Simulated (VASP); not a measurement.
VASP ran on this input.

File POSCAR:
```
TiAl
1
    2.8866000000     0.0000000000     0.0000000000
    0.0000000000     2.8866000000     0.0000000000
    0.0000000000     0.0000000000     4.1514000000
Ti Al
1 1
Direct
  0.0000000000   0.0000000000   0.0000000000
  0.5000000000   0.5000000000   0.5000000000
```

### INCAR
```
SYSTEM = TiAl
PREC = Accurate
ENCUT = 400
EDIFF = 1E-6
NELM = 100
ALGO = Normal
LREAL = .FALSE.
LASPH = .TRUE.
ISMEAR = 1
SIGMA = 0.1
GGA = PE
LMAXMIX = 4
LWAVE = .FALSE.
LCHARG = .FALSE.
ISIF = 2
```

**KPOINTS**
```
Automatic mesh
0
Gamma
10 10 7
0 0 0
```

POTCAR, in this order: Ti_sv Al (PBE.64 set). Program: vasp_gam.

Output of the run:

standard output:
```
 POSCAR found type information on POSCAR TiAl
 POSCAR found :  2 types and       2 ions
 Reading from existing POTCAR
 Reading from existing POTCAR
 LDA part: xc-table for (Slater+PW92), standard interpolation

 -----------------------------------------------------------------------------
|                                                                             |
|     EEEEEEE  RRRRRR   RRRRRR   OOOOOOO  RRRRRR      ###     ###     ###     |
|     E        R     R  R     R  O     O  R     R     ###     ###     ###     |
|     E        R     R  R     R  O     O  R     R     ###     ###     ###     |
|     EEEEE    RRRRRR   RRRRRR   O     O  RRRRRR       #       #       #      |
|     E        R   R    R   R    O     O  R   R                               |
|     E        R    R   R    R   O     O  R    R      ###     ###     ###     |
|     EEEEEEE  R     R  R     R  OOOOOOO  R     R     ###     ###     ###     |
|                                                                             |
|     You are using the Gamma-point-only version with more than one           |
|     k-point or some other non-Gamma k-point.                                |
|                                                                             |
|       ---->  I REFUSE TO CONTINUE WITH THIS SICK JOB ... BYE!!! <----       |
|                                                                             |
 -----------------------------------------------------------------------------
```

Q: Read input and log: which fault does this run have?
A) the Γ-only program was given a k-mesh
B) fractional coordinates stand under the word Cartesian
C) a metal was run with a tiny SIGMA on a coarse mesh
D) the mesh has unequal divisions along equivalent axes and breaks the lattice's symmetry

A: A, the Γ-only program was given a k-mesh. VASP stops with an error: You are using the Gamma-point-only version with more than one k-point or some other non-Gamma k-point. ----> I REFUSE TO CONTINUE WITH THIS SICK JOB ... BYE!!! <----

To mend it, run vasp_std.

The mended run (PBE GGA, plane waves, VASP's PBE PAW potentials (set 64)) converges, and its OSZICAR ends with
```
   1 F= -.12342463E+02 E0= -.12341643E+02  d E =-.246046E-02
```

The compound is TiAl in the L1_0 structure. The cell was not relaxed at this level.
